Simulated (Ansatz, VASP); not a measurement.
**Li3Si: VASP beside Ansatz**

Wanted: the spread between two codes on one cell, functional and k mesh. The cell is generated by rule, not measured, and may not be a known phase. Of the first pair: The cell is taken from a series of runs on this material, whose earlier steps may have relaxed, scaled, displaced or heated it; both programs get it as it stands.

Program: Ansatz 0.2.0. Level of theory: plane waves, with VASP 6.6.1 beside it; relaxation of cell and atoms at PBEsol and zone-centre phonons at PBEsol. Results are calculated unless marked as measured.

## (1) The starting structure

It takes space group Pm-3m (No. 221, cubic). Conventional cell: a = 3.907 Å, b = 3.907 Å, c = 3.907 Å, α = 90.00°, β = 90.00°, γ = 90.00°. Nearest to Si lie 12 Li at 2.76 Å. Nearest to Li lie 4 Si at 2.76 Å and 8 Li at 2.76 Å. Farther neighbours are not listed.

Coordinates:

```cif
data_structure
_symmetry_space_group_name_H-M 'P 1'
_symmetry_Int_Tables_number 1
_cell_length_a 3.9068
_cell_length_b 3.9068
_cell_length_c 3.9068
_cell_angle_alpha 90.000
_cell_angle_beta 90.000
_cell_angle_gamma 90.000
_cell_volume 59.63
loop_
_atom_site_label
_atom_site_type_symbol
_atom_site_fract_x
_atom_site_fract_y
_atom_site_fract_z
_atom_site_occupancy
Si1 Si 0.00000 0.00000 0.00000 1
Li2 Li 0.00000 0.50000 0.50000 1
Li3 Li 0.50000 0.00000 0.50000 1
Li4 Li 0.50000 0.50000 0.00000 1
```

## (2) VASP: relaxation of cell and atoms, PBEsol, pair 1

The relaxed volume is the usual yardstick between codes: in a stiff, nearly cubic crystal its relative difference is about their pressure difference at one cell divided by the bulk modulus.

Lines of VASP's logs that name or quote its potential files are left out, and so is its time.

File INCAR:

```
SYSTEM = Li3Si
PREC = Accurate
ENCUT = 750
EDIFF = 1E-07
NELM = 120
ISMEAR = 0
SIGMA = 0.1
LREAL = .FALSE.
ALGO = Normal
GGA = PS
NBANDS = 12
LORBIT = 11
LWAVE = .FALSE.
LCHARG = .FALSE.
ISIF = 3
IBRION = 2
NSW = 80
EDIFFG = -0.005
LASPH = .TRUE.
GGA_COMPAT = .FALSE.
NELMIN = 4
KPAR = 2
```

File POSCAR:

```
Li3Si
1.0
    3.9067750000      0.0000000000      0.0000000000
    0.0000000000      3.9067750000      0.0000000000
    0.0000000000      0.0000000000      3.9067750000
Si Li
1 3
Direct
    0.0000000000      0.0000000000      0.0000000000
    0.0000000000      0.5000001280      0.5000001280
    0.5000001280      0.0000000000      0.5000001280
    0.5000001280      0.5000001280      0.0000000000
```

File KPOINTS:

```
Automatic mesh
0
Gamma
8 8 8
0 0 0
```

Potentials, in the order of the species: Si and Li_sv (PBE family, release 64).

Command:

```
$ mpirun -np 2 vasp_std
```

Numbers of over 12 decimals in the logs are rounded to 6 here.

Output:

```text
[banner, memory and clock lines left out]
running    2 mpi-ranks, on    1 nodes
 distrk:  each k-point on    1 cores,    2 groups
 distr:  one band on    1 cores,    1 groups

 POSCAR found type information on POSCAR SiLi
 POSCAR found :  2 types and       4 ions
|                                                                             |
|               ----> ADVICE to this user running VASP <----                  |
|                                                                             |
|     You enforced a specific xc type in the INCAR file but a different       |
|     [... a line on the potential file left out ...]
|     I HOPE YOU KNOW WHAT YOU ARE DOING!                                     |
|                                                                             |

 LDA part: xc-table for (Slater+PW92), standard interpolation
 POSCAR, INCAR and KPOINTS ok, starting setup
 FFT: planning ... GRIDC
 FFT: planning ... GRID_SOFT
 FFT: planning ... GRID
 WAVECAR not read
 entering main loop
       N       E                     dE             d eps       ncg     rms          rms(c)
DAV:   1     0.445592208701E+02    0.44559E+02   -0.68328E+03   840   0.129E+03
DAV:   2    -0.301349667345E+01   -0.47573E+02   -0.45704E+02   952   0.246E+02
DAV:   3    -0.117736203750E+02   -0.87601E+01   -0.86582E+01  1620   0.576E+01
DAV:   4    -0.120287807009E+02   -0.25516E+00   -0.25486E+00  1068   0.160E+01
DAV:   5    -0.120407063715E+02   -0.11926E-01   -0.11924E-01  1300   0.247E+00    0.219E+00
DAV:   6    -0.120082382478E+02    0.32468E-01   -0.16979E-02  1052   0.688E-01    0.121E+00
DAV:   7    -0.119950922318E+02    0.13146E-01   -0.22750E-02  1260   0.844E-01    0.163E-01
DAV:   8    -0.119950824912E+02    0.97405E-05   -0.35470E-03  1216   0.398E-01    0.122E-01
DAV:   9    -0.119951065338E+02   -0.24043E-04   -0.19991E-04  1088   0.105E-01    0.227E-02
DAV:  10    -0.119951068765E+02   -0.34273E-06   -0.10909E-05  1200   0.245E-02    0.803E-03
DAV:  11    -0.119951067100E+02    0.16655E-06   -0.56848E-07  1152   0.694E-03    0.230E-03
DAV:  12    -0.119951065743E+02    0.13566E-06   -0.77151E-08   620   0.287E-03    0.227E-04
DAV:  13    -0.119951065878E+02   -0.13545E-07   -0.79662E-08   572   0.217E-03
   1 F= -.11995107E+02 E0= -.11990896E+02  d E =-.119951E+02
 curvature:   0.00 expect dE= 0.000E+00 dE for cont linesearch  0.000E+00
 trial: gam= 0.00000 g(F)=  0.000E+00 g(S)=  0.688E-04 ort = 0.000E+00 (trialstep = 0.100E+01)
 search vector abs. value=  0.688E-04
 bond charge predicted
       N       E                     dE             d eps       ncg     rms          rms(c)
DAV:   1    -0.119951854122E+02   -0.78838E-04   -0.73697E-04  1016   0.243E-01    0.466E-02
DAV:   2    -0.119951692912E+02    0.16121E-04   -0.15791E-04  1132   0.999E-02    0.338E-02
DAV:   3    -0.119951596711E+02    0.96201E-05   -0.10177E-05   992   0.230E-02    0.118E-02
DAV:   4    -0.119951591214E+02    0.54972E-06   -0.44123E-06  1496   0.112E-02    0.173E-03
DAV:   5    -0.119951590895E+02    0.31908E-07   -0.17297E-07   848   0.386E-03
   2 F= -.11995159E+02 E0= -.11990971E+02  d E =-.525016E-04
 trial-energy change:   -0.000053  1 .order   -0.000053   -0.000069   -0.000037
 step:   2.1492(harm=  2.1492)  dis= 0.00000  next Energy=   -11.995181 (dE=-0.739E-04)
 bond charge predicted
       N       E                     dE             d eps       ncg     rms          rms(c)
DAV:   1    -0.119952152485E+02   -0.56127E-04   -0.98196E-04  1008   0.280E-01    0.539E-02
DAV:   2    -0.119951940844E+02    0.21164E-04   -0.20845E-04  1136   0.115E-01    0.390E-02
DAV:   3    -0.119951812027E+02    0.12882E-04   -0.13710E-05   980   0.267E-02    0.134E-02
DAV:   4    -0.119951804594E+02    0.74329E-06   -0.58957E-06  1488   0.130E-02    0.199E-03
DAV:   5    -0.119951804220E+02    0.37369E-07   -0.23462E-07   960   0.437E-03
   3 F= -.11995180E+02 E0= -.11991018E+02  d E =-.738342E-04
 curvature:  -1.07 expect dE=-0.364E-08 dE for cont linesearch -0.364E-08
 trial: gam=-0.00697 g(F)=  0.117E-46 g(S)=  0.339E-08 ort = 0.483E-06 (trialstep = 0.123E+01)
 search vector abs. value=  0.100E-09
 reached required accuracy - stopping structural energy minimisation
```

OUTCAR, selected parts (step 2):

```text
ion  position               nearest neighbor table
   1  0.000  0.000  0.000-   2 2.76   3 2.76   4 2.76   4 2.76   2 2.76   3 2.76   3 2.76   4 2.76
                             2 2.76   3 2.76   2 2.76   4 2.76
   2  0.000  0.500  0.500-   1 2.76   1 2.76   1 2.76   1 2.76
   3  0.500  0.000  0.500-   1 2.76   1 2.76   1 2.76   1 2.76
   4  0.500  0.500  0.000-   1 2.76   1 2.76   1 2.76   1 2.76

  LATTYP: Found a simple cubic cell.
 ALAT       =     3.9067750000

 Subroutine GETGRP returns: Found 48 space group operations
 (whereof 48 operations were pure point group operations)

The static configuration has the point symmetry O_h .

 Found     35 irreducible k-points:

   k-points           NKPTS =     35   k-points in BZ     NKDIM =     35   number of bands    NBANDS=     12

   dimension x,y,z NGX =    36 NGY =   36 NGZ =   36
   dimension x,y,z NGXF=    72 NGYF=   72 NGZF=   72

   ENCUT  =  750.0 eV  55.12 Ry    7.42 a.u.   8.72  8.72  8.72*2*pi/ulx,y,z

   NELECT =      13.0000    total number of electrons

 k-points in reciprocal lattice and weights: Automatic mesh
   0.00000000  0.00000000  0.00000000       0.002
   0.12500000  0.00000000  0.00000000       0.012
   0.25000000  0.00000000  0.00000000       0.012
   0.37500000  0.00000000  0.00000000       0.012
   0.50000000  0.00000000  0.00000000       0.006
   0.12500000  0.12500000  0.00000000       0.023
   0.25000000  0.12500000  0.00000000       0.047
   0.37500000  0.12500000  0.00000000       0.047
   0.50000000  0.12500000  0.00000000       0.023
[...]
0.50000000  0.50000000  0.37500000       0.012
   0.50000000  0.50000000  0.50000000       0.002

 average (electrostatic) potential at core
       1 -85.6506       2 -61.2508       3 -61.2508       4 -61.2508

 E-fermi :   3.1304

 k-point     1 :       0.0000    0.0000    0.0000
  band No.  band energies     occupation
    ...
      3     -41.8905      2.00000
      4      -4.9540      2.00000
      5       2.8599      1.99987
      6       2.8599      1.99987
      7       2.8599      1.99987
      8       5.3323      0.00000
      9       7.5807      0.00000
     10       7.5807      0.00000
     11      11.0958      0.00000
     12      11.0958      0.00000

 k-point     2 :       0.1250    0.0000    0.0000
  band No.  band energies     occupation
    ...
      3     -41.8905      2.00000
      4      -4.8731      2.00000
      5       2.1194      2.00000
      6       2.9847      1.96068
      7       2.9847      1.96068
      8       5.7208      0.00000
      9       7.4861      0.00000
     10       8.3341      0.00000
     11      10.2143      0.00000
     12      10.2143      0.00000

 k-point     3 :       0.2500    0.0000    0.0000
  band No.  band energies     occupation
      1     -41.9446      2.00000
      2     -41.8983      2.00000
      3     -41.8904      2.00000
      4      -4.6545      2.00000
      5       0.9293      2.00000
      6       3.3419      0.00278
      7       3.3419      0.00278
      8       6.1798      0.00000
      9       7.2770      0.00000
     10       8.6475      0.00000
    ...

  Total       -0.0003060     -0.0003060     -0.0003060      0.0000000     -0.0000000     -0.0000000
  in kB       -0.0082508     -0.0082508     -0.0082508      0.0000000     -0.0000000     -0.0000000
  external PRESSURE =      -0.0082508 kB  Pullay stress =       0.0000000 kB

  energy-cutoff  :      750.00
  volume of cell :       59.43
      direct lattice vectors                 reciprocal lattice vectors
     3.902359110  0.000000000 -0.000000000     0.256255248 -0.000000000 -0.000000000
     0.000000000  3.902359110  0.000000000    -0.000000000  0.256255248 -0.000000000
     0.000000000  0.000000000  3.902359110     0.000000000 -0.000000000  0.256255248

 POSITION                                       TOTAL-FORCE (eV/Angst)
 -----------------------------------------------------------------------------------
      0.00000      0.00000      0.00000         0.000000      0.000000      0.000000
      0.00000      1.95118      1.95118        -0.000000     -0.000000      0.000000
      1.95118      0.00000      1.95118        -0.000000     -0.000000      0.000000
      1.95118      1.95118     -0.00000         0.000000      0.000000      0.000000
 -----------------------------------------------------------------------------------
    total drift:                               -0.000445     -0.000445     -0.000445

  FREE ENERGIE OF THE ION-ELECTRON SYSTEM (eV)
  ---------------------------------------------------
  free  energy   TOTEN  =       -11.9951804220 eV

  energy  without entropy=      -11.9868565050  energy(sigma->0) =      -11.99101846

 reached required accuracy - stopping structural energy minimisation

 total charge
# of ion       s       p       d       tot
------------------------------------------
    1        0.814   0.781   0.000   1.595
    2        2.033   0.076   0.000   2.109
    3        2.033   0.076   0.000   2.109
    4        2.033   0.076   0.000   2.109
--------------------------------------------------
tot          6.914   1.009   0.000   7.924

[... 3 further parts left out ...]
```

CONTCAR:

```
Li3Si
   1.00000000000000
     3.9023591099515396    0.0000000000000000   -0.0000000000000000
     0.0000000000000000    3.9023591099515396    0.0000000000000000
     0.0000000000000000    0.0000000000000000    3.9023591099515396
  Si              Li
     1     3
Direct
     0.0000000000000000    0.0000000000000000    0.0000000000000000
     0.0000000000000000    0.5000001280000035    0.5000001280000035
     0.5000001280000035    0.0000000000000000    0.5000001280000035
     0.5000001280000035    0.5000001280000035    0.0000000000000000
```

This run has no spin polarisation. Its electron count is odd, so without a moment it is a metal by construction. The PAW data sets were made with PBE, which is usual practice but a small mismatch for other functionals. The run keeps the 48 symmetry operations of its start, so it cannot find a distortion of lower symmetry.

## (3) Ansatz: relaxation of cell and atoms, PBEsol, pair 1

Ansatz runs on norm-conserving files, of PseudoDojo where its log says so.

The same cell, functional, mesh and smearing now go to Ansatz.

File input.yaml:

```yaml
crystal:
  lattice:
    - [3.9067750365, 0.0, 0.0]
    - [0.0, 3.9067750365, 0.0]
    - [0.0, 0.0, 3.9067750365]
  atoms:
    - { symbol: Si, position: [0.0, 0.0, 0.0] }
    - { symbol: Li, position: [0.0, 0.5, 0.5] }
    - { symbol: Li, position: [0.5, 0.0, 0.5] }
    - { symbol: Li, position: [0.5, 0.5, 0.0] }
kpoints:
  mp_grid: { grid: [8, 8, 8] }
hamiltonian:
  xc: pbesol
  pseudopotentials: { kind: nc, accuracy: standard }
scf:
  occupations: { method: gaussian, width: 0.1 }
output:
  forces: true
  stress: true
  eigenvalues: true
basis:
  ecutwfc: 897.976
relax:
  adjacent_minimum: "off"
  f_tol: 0.003
  max_steps: 80
  cell: { stress_tol: 0.03 }
```

Command:

```
$ ansatz run input.yaml --threads 4 --pin off --max-ram 8192MiB --backend cpu --events-out ev --progress --plain --runs-dir out
```

Output:

```text
Warning: basis.ecutwfc = 897.976 eV is below the records' recommended 1006.821291 eV, and the density's cutoff is lower with it unless basis.ecutrho_ratio is high enough to keep the records' density cutoff: compare with a run at a higher cutoff
Engine: ansatz 0.2.0, x86_64-unknown-linux-gnu
Pseudopotentials: kind: nc
Pseudopotential: Si, nc, valence charge 4, recommended cutoff 489.804952 eV (normal), Si.nc.azcp (PseudoDojo's, or run here from an input of PseudoDojo's; its table is named by hamiltonian.pseudopotentials.accuracy)
Pseudopotential: Li, nc, valence charge 3, recommended cutoff 1006.821291 eV (normal), Li.nc.azcp (PseudoDojo's, or run here from an input of PseudoDojo's; its table is named by hamiltonian.pseudopotentials.accuracy)
Functional definition: PBEsol
  exchange = pbesol_x
  correlation = pbesol_c
Crystal: 4 atoms, lattice volume = 59.629 Å³
Basis set: ecut = 897.976 eV, 3743 PW (Γ), exchange–correlation on 80×80×80 points (8 copies of the dense FFT grid, shifted against one another)
Bands: 11, of which v1, the nominal top of the filled ones, is band 7 counted from 1 (6 counted from 0)
Symmetry: 48 space group operations
Space group: Pm-3m (ITA 221), of the structure as read, at distance tolerance 3.9e-5 Å
k-points: 35 of 512
Non-local potential: Si, projectors of the file, l = 0: 2, l = 1: 2, l = 2: 2
Non-local potential: Li, projectors of the file, l = 0: 2, l = 1: 2
Initial density: superposition of atomic densities (chi_scale 0.1, normalization cell, long waves kept (reshape's long-wave potential 0.00 eV rms))
Initial wavefunctions: pseudopotential atomic-orbital guess
Functional: x = pbesol(κ = 0.804, μ = 0.123457), c = pbesol(β = 0.046)
SCF iter   1: F=—  HF=-699.600507 eV  |F-HF|=—  |Δ(HF+E_count)|=         —  Δρ=1.62e-2  dr2=2.48e-1  ethr=3.10e-3  ⟨swp⟩=5.5  Hψ=2540  notcnv=0
preconditioner: auto → none  [metal: Δε(μ)=0.087 eV  Ē_g=6.851 eV  σ=0.100 eV  W_gap=0.45  n_scr=6 (ndim 8)  ℏωp=12.7 eV  f_vac=0.000  D(μ)=1.94/eV (n_scr^D=18)  sad-step TF]
SCF iter   2: F=—  HF=-699.539504 eV  |F-HF|=—  |Δ(HF+E_count)|=   6.10e-2  Δρ=8.62e-3  dr2=6.56e-2  ethr=1.91e-3  ⟨swp⟩=1.0  Hψ=666  notcnv=0
SCF iter   3: F=—  HF=-699.516035 eV  |F-HF|=—  |Δ(HF+E_count)|=   2.35e-2  Δρ=8.19e-4  dr2=9.06e-4  ethr=5.05e-4  ⟨swp⟩=2.0  Hψ=624  notcnv=0  defer=8
SCF iter   4: F=—  HF=-699.515791 eV  |F-HF|=—  |Δ(HF+E_count)|=   2.44e-4  Δρ=2.80e-4  dr2=4.38e-5  ethr=6.97e-6  ⟨swp⟩=2.0  Hψ=488  notcnv=0  defer=8
SCF iter   5: F=—  HF=-699.515782 eV  |F-HF|=—  |Δ(HF+E_count)|=   9.32e-6  Δρ=2.67e-5  dr2=2.87e-7  ethr=3.37e-7  ⟨swp⟩=2.1  Hψ=463  notcnv=0  defer=8
SCF iter   6: F=-699.515782 eV  HF=-699.515782 eV  |F-HF|=6.20e-9  |Δ(HF+E_count)|=  3.08e-10  Δρ=4.17e-6  dr2=1.07e-8  ethr=7.69e-10  ⟨swp⟩=7.1  Hψ=1954  notcnv=0
SCF 1 converged in 6 iterations: F = -699.515782 eV  dr2 = 1.07e-8
relax step   1: F+E_penalty+E_count = -699.51578180 eV  Δ(F+E_penalty+E_count) = +0.000e0 eV  max|allowed force component| = 2.630e-29 eV/Å  Δτ_max = 0.0000 Å  P = +0.002 GPa  Ω = 59.629 Å³  (6 SCF iters, dr2 threshold 1.00e-7 eV, accepted)
Initial density: handed on by an earlier stage of this run
Initial wavefunctions: pseudopotential atomic-orbital guess (no wavefunctions were taken with the density)
iter 1 solved again at ethr=2.16e-8 eV; its pass at ethr=3.10e-3 eV (dr2=2.80e-6 eV) is discarded
SCF iter   1: F=—  HF=-699.515781 eV  |F-HF|=—  |Δ(HF+E_count)|=         —  Δρ=4.02e-6  dr2=9.92e-9  ethr=2.16e-8  ⟨swp⟩=3.7  Hψ=3736  notcnv=0
preconditioner: auto → none  [metal: Δε(μ)=0.030 eV  Ē_g=6.942 eV  σ=0.100 eV  W_gap=0.17  n_scr=6 (ndim 8)  ℏωp=12.7 eV  f_vac=0.000  D(μ)=1.69/eV (n_scr^D=6)]
SCF iter   2: F=—  HF=-699.515782 eV  |F-HF|=—  |Δ(HF+E_count)|=   7.97e-7  Δρ=2.33e-6  dr2=1.71e-9  ethr=7.63e-11  ⟨swp⟩=2.1  Hψ=614  notcnv=0
SCF iter   3: F=—  HF=-699.515782 eV  |F-HF|=—  |Δ(HF+E_count)|=  1.53e-10  Δρ=1.31e-6  dr2=2.29e-10  ethr=1.32e-11  ⟨swp⟩=2.0  Hψ=471  notcnv=0
SCF iter   4: F=-699.515782 eV  HF=-699.515782 eV  |F-HF|=9.09e-13  |Δ(HF+E_count)|=  8.39e-11  Δρ=7.33e-8  dr2=1.40e-12  ethr=1.00e-12  ⟨swp⟩=4.9  Hψ=1644  notcnv=0
SCF 2 converged in 4 iterations: F = -699.515782 eV  dr2 = 1.40e-12
relax step   2: F+E_penalty+E_count = -699.51578180 eV  Δ(F+E_penalty+E_count) = -4.348e-9 eV  max|allowed force component| = 2.820e-29 eV/Å  Δτ_max = 0.0000 Å  P = +0.002 GPa  Ω = 59.629 Å³  stress off target by 2.04e-3 GPa  SCF on the basis re-selected at this cell (its energy is not comparable with the rows above)  (4 SCF iters)
basis re-selected at this cell: Δ(F+E_penalty+E_count) = -4.348e-9 eV, ΔP = +0.000 GPa vs the last step (what re-selecting the basis moved, of the pressure what is left beyond the Pulay correction that the steps carried, after the strain that the cell walked since its last selection, with what the two solves' SCF thresholds leave and, on support functions, any second-order correction that the steps lacked; it is no m [...]
SCF converged after 4 iterations
Free energy (F): -699.515782 eV
Harris-Foulkes:  -699.515782 eV  (|F-HF|=9.09e-13)
Internal energy: -699.507316 eV  (E = F + TS)
E sigma→0 (E₀):  -699.511549 eV
Entropy (-TS):   -0.008466 eV (-2.116 meV/atom)
Fermi energy:    3.573172 eV
--- Per-component energies (eV) ---
  E_band       = -246.381931
  E_kinetic    = 466.170476
  E_local      = -412.450360  (includes V_loc(G=0)·N_el)
  E_nonlocal   = -352.574496
  E_hartree    = 134.595622
  E_xc         = -175.141774
  E_vxc        = -216.718790  (∫ρ·V_xc dr)
  E_ewald      = -360.106784
  E_smearing   = -0.008466  (= −TS)
  E_closure    = 0.000000  (closes the sum)
  Σ components = -699.515782   (vs F -699.515782, Δ=0.00e0)
--- Forces (eV/Å), atoms counted from 1 ---
  atom   1  Si    -0.00000000     0.00000000    -0.00000000
  atom   2  Li     0.00000000    -0.00000000     0.00000000
  atom   3  Li     0.00000000    -0.00000000     0.00000000
  atom   4  Li    -0.00000000    -0.00000000     0.00000000
  max |Σ_I F_I| component: 3.99e-29 eV/Å
--- Stress (GPa, compression-positive) ---
        0.002042       0.000000       0.000000
        0.000000       0.002042       0.000000
        0.000000       0.000000       0.002042
  P = ⅓ Tr σ = 0.0020 GPa (0.020 kbar)
--- Band table (eV; the first three rows and the last of 35) ---
  k-point 0: bands = [... 3 lower, -4.4986, 3.3031, 3.3031, 3.3031, 5.7501, 8.0223, 8.0223, 11.5208]
  k-point 1: bands = [... 3 lower, -4.4185, 2.5632, 3.4275, 3.4275, 6.1403, 7.9294, 8.7736, 10.6457]
  k-point 2: bands = [... 3 lower, -4.2016, 1.3764, 3.7834, 3.7834, 6.6034, 7.7229, 9.0859, 9.0859]
  k-point 34: bands = [... 3 lower, -1.8821, 1.2740, 1.2740, 1.2740, 3.5811, 6.8890, 6.8890, 6.8890]
--- Relaxed structure (1 steps of the walk, 1 accepted, 1 SCFs on fresh bases) ---
  F+E_penalty+E_count = -699.51578180 eV   max|allowed force component| = 2.820e-29 eV/Å   (the final SCF, on the basis selected at the relaxed cell)
  cell:  # Å, volume = 59.6287 Å³
    - [3.9067750365, 0.0, 0.0]
    - [0.0, 3.9067750365, 0.0]
    - [0.0, 0.0, 3.9067750365]
  atoms:
    - { symbol: Si, position: [0.0, 0.0, 0.0] }
    - { symbol: Li, position: [0.0, 0.5, 0.5] }
    - { symbol: Li, position: [0.5, 0.0, 0.5] }
    - { symbol: Li, position: [0.5, 0.5, 0.0] }
```

Reading the cycles: dr2 is the Hartree energy of the density residual (eV), the measure of convergence; HF is the Harris–Foulkes estimate of the energy, which meets the free energy F at convergence.

## (4) Differences

Known differences besides the potentials themselves: the cutoff is 897.976 eV in Ansatz and 750 eV in VASP; Ansatz adds a Pulay correction to the stress that steers its cell, VASP none; Ansatz's log warns that its cutoff lies below the recommended one. Total energies have different zeros and are not compared.

The two programs side by side:

| quantity | Ansatz | VASP | difference |
| --- | --- | --- | --- |
| volume (Å³) | 59.63 | 59.43 | +0.34 % |
| edge a after relaxation, in the typed setting (Å) | 3.907 | 3.902 | +0.11 % |

(Part 1 of 2 ends here.)

[Lines on the potential files, build, host, timing and source positions are cut from VASP's logs without a mark.]

[Logs are printed without paths, hosts, clocks, repeated set-up lines and the standing remarks that a program may print on its own settings, such as how far it seeks lower states.]

[Hosts, paths, dates, database ids (printed as entryN), source tags and the programs' standing remarks are cut or masked in the printed files.]
